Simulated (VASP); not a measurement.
Consider the following.

```
Ni
1.0
    4.30614     0.00000     0.00000
    2.87076     3.20961     0.00000
    0.00000     0.00000    24.41700
Ni
12
Direct
  0.34961   0.34961   0.32452
  0.65032   0.65032   0.35511
  0.95019   0.95019   0.38625
  0.25000   0.25000   0.41888
  0.54954   0.54954   0.45171
  0.84967   0.84967   0.48409
  0.15033   0.15033   0.51591
  0.45046   0.45046   0.54829
  0.75000   0.75000   0.58112
  0.04981   0.04981   0.61375
  0.34968   0.34968   0.64489
  0.65039   0.65039   0.67548
```
Starting moments (μB, in the order of the record's atoms Ni Ni Ni Ni Ni Ni Ni Ni Ni Ni Ni Ni): 0.8 0.8 0.8 0.8 0.8 0.8 0.8 0.8 0.8 0.8 0.8 0.8.

The numbers are results of PBE GGA, VASP's PBE PAW potentials (set 64) (plane waves; VASP), not measurements. Run with PREC = Normal, EDIFF = 1E-5, 400 eV cut-off, 9×9×1 Γ-centred mesh, first-order Methfessel-Paxton smearing of 0.10 eV, potentials Ni.

### Question
The ions are relaxed. Predict the relaxed structure.

### Answer

```
Ni
1.0
    4.30614     0.00000     0.00000
    2.87076     3.20961     0.00000
    0.00000     0.00000    24.41700
Ni
12
Direct
  0.34774   0.34774   0.32766
  0.65040   0.65040   0.35608
  0.95242   0.95242   0.38521
  0.24899   0.24899   0.41956
  0.54789   0.54789   0.45191
  0.84937   0.84937   0.48382
  0.15063   0.15063   0.51618
  0.45211   0.45211   0.54809
  0.75101   0.75101   0.58044
  0.04758   0.04758   0.61479
  0.34960   0.34960   0.64392
  0.65226   0.65226   0.67234
``` The cell ends with 8.16 μB, on the sites 0.80 0.71 0.64 0.67 0.67 0.66 0.66 0.67 0.67 0.64 0.71 0.80 μB.

### Question
How much energy does the relaxation gain?

### Answer
The energy (σ→0) changes by -4.0 meV/atom, in 9 ionic steps.

```json
[
 {"step": "1", "E(σ→0) (eV)": "-61.5089", "max force (eV/Å)": "0.499", "pressure (GPa)": "-1.98", "volume (Å³)": "337.47"},
 {"step": "2", "E(σ→0) (eV)": "-61.5363", "max force (eV/Å)": "0.303", "pressure (GPa)": "-1.79", "volume (Å³)": "337.47"},
 {"step": "3", "E(σ→0) (eV)": "-61.5488", "max force (eV/Å)": "0.158", "pressure (GPa)": "-1.56", "volume (Å³)": "337.47"},
 {"step": "4", "E(σ→0) (eV)": "-61.5525", "max force (eV/Å)": "0.092", "pressure (GPa)": "-1.50", "volume (Å³)": "337.47"},
 {"step": "5", "E(σ→0) (eV)": "-61.5541", "max force (eV/Å)": "0.057", "pressure (GPa)": "-1.44", "volume (Å³)": "337.47"},
 {"step": "6", "E(σ→0) (eV)": "-61.5543", "max force (eV/Å)": "0.066", "pressure (GPa)": "-1.44", "volume (Å³)": "337.47"},
 {"step": "7", "E(σ→0) (eV)": "-61.5555", "max force (eV/Å)": "0.041", "pressure (GPa)": "-1.36", "volume (Å³)": "337.47"},
 {"step": "8", "E(σ→0) (eV)": "-61.5558", "max force (eV/Å)": "0.047", "pressure (GPa)": "-1.28", "volume (Å³)": "337.47"},
 {"step": "9", "E(σ→0) (eV)": "-61.5563", "max force (eV/Å)": "0.024", "pressure (GPa)": "-1.21", "volume (Å³)": "337.47"}
]
```

The cell is a thin slab with vacuum, built from Ni (fcc): (210) face.
